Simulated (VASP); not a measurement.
Data:

Space group Fm-3m (No. 225); a = 4.1659 Å, b = 4.1659 Å, c = 4.1659 Å, α = 90.00°, β = 90.00°, γ = 90.00°

| atom | site | symmetry | x | y | z |
|---|---|---|---|---|---|
| Au | 4a | m-3m | 0.0000 | 0.0000 | 0.0000 |
(The calculation used a cell of 1 atom; values per cell refer to that cell.)

Calculation: PW91 GGA, VASP's PBE PAW potentials (set 64) (plane waves; VASP). Run with 520 eV cut-off, 15×15×15 Γ-centred mesh, first-order Methfessel-Paxton smearing of 0.10 eV, potentials Au.

Q: Give the energy at these volumes per atom, relative to the lowest: 16.98, 17.52, 18.06, 18.60, 19.15 Å³.

A: 33.6, 8.0, 0.0, 6.4, 24.5 meV/atom. A third-order Birch-Murnaghan fit gives B0 = 141 GPa and B0′ = 5.7.

Measured: bulk modulus 182 GPa at 0 K (computed value off by -22.7 %), as given by Daniel Mejia-Rodriguez et al., Physical Review B (2018), arXiv:1807.09216 [0 K value with the zero-point phonon effect removed]; a 4.062 Å at 0 K (computed value off by +2.6 %), as given by Daniel Mejia-Rodriguez et al., Physical Review B (2018), arXiv:1807.09216 [static lattice: zero-point anharmonic expansion removed].

The compound is Au in the fcc structure. It was relaxed first, which changed the volume by +6 %.
